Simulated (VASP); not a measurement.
Here is the system:

```yaml
crystal:
  lattice:
    - [2.85269, 0.00000, 0.00000]
    - [-1.42635, 2.47051, 0.00000]
    - [0.00000, 0.00000, 3.49861]
  atoms:
    - { symbol: Co, position: [0.00000, 0.00000, 0.00000] }
    - { symbol: Ge, position: [0.66667, 0.33333, 0.50000] }
```

The numbers are results of PBEsol GGA, VASP's PBE PAW potentials (set 64) (plane waves; VASP), not measurements. Numerical set-up: 400 eV cut-off, 16×16×12 Γ-centred mesh, tetrahedra with Blöchl corrections, potentials Co Ge_d.

Problem. Tabulate the total density of states (states/eV per cell) against energy (eV; zero at the valence-band maximum or, without a gap, the Fermi level).

Solution. 
```
E (eV) | DOS (states/eV)
    -9.98 | ## 0.34
    -9.74 | ## 0.35
    -9.50 | ## 0.36
    -9.26 | ## 0.37
    -9.02 | ## 0.40
    -8.90 | ### 0.44
    -8.66 | ### 0.48
    -8.42 | ### 0.49
    -8.18 | ### 0.47
    -7.94 | ## 0.34
    -7.70 | ## 0.32
    -7.46 | # 0.20
    -7.22 | # 0.16
    -6.98 | # 0.10
    -6.74 | # 0.21
    -6.62 | ## 0.26
    -6.38 | ## 0.32
    -6.14 | ### 0.42
    -5.90 | ### 0.50
    -5.66 | #### 0.63
    -5.42 | ##### 0.78
    -5.18 | ##### 0.88
    -4.94 | ###### 1.05
    -4.70 | ##### 0.80
    -4.46 | #### 0.70
    -4.34 | #### 0.69
    -4.10 | ###### 0.99
    -3.86 | ######## 1.39
    -3.62 | ######### 1.56
    -3.38 | ############### 2.43
    -3.14 | ########## 1.63
    -2.90 | ####### 1.21
    -2.66 | ############# 2.12
    -2.42 | ############## 2.31
    -2.18 | ################ 2.70
    -2.06 | ############################## 4.95
    -1.82 | ################## 3.03
    -1.58 | ################# 2.85
    -1.34 | ################ 2.65
    -1.10 | ############## 2.25
    -0.86 | ########### 1.80
    -0.62 | ############ 1.92
    -0.38 | ################ 2.62
    -0.14 | ########## 1.72
     0.10 | ########## 1.60
     0.22 | ######### 1.52
     0.46 | ####### 1.07
     0.70 | #### 0.69
     0.94 | ### 0.51
     1.18 | ##### 0.77
     1.42 | ######## 1.25
     1.66 | ###### 1.05
     1.90 | ##### 0.83
     2.14 | ##### 0.87
     2.38 | ##### 0.84
     2.50 | ##### 0.77
     2.74 | #### 0.73
     2.98 | ##### 0.84
     3.22 | ##### 0.83
     3.46 | ##### 0.81
```
Within 2 eV below the Fermi level the largest weight inside VASP's projection spheres is Co d.

The structure was generated: CoGe was put into the WC type (P-6m2), which need not be its known phase. It was relaxed first, which changed the volume by -10 %. The run is not spin-polarised, so no magnetic state was tried. The electron count is odd and the run is not spin-polarised, which forces a metal.
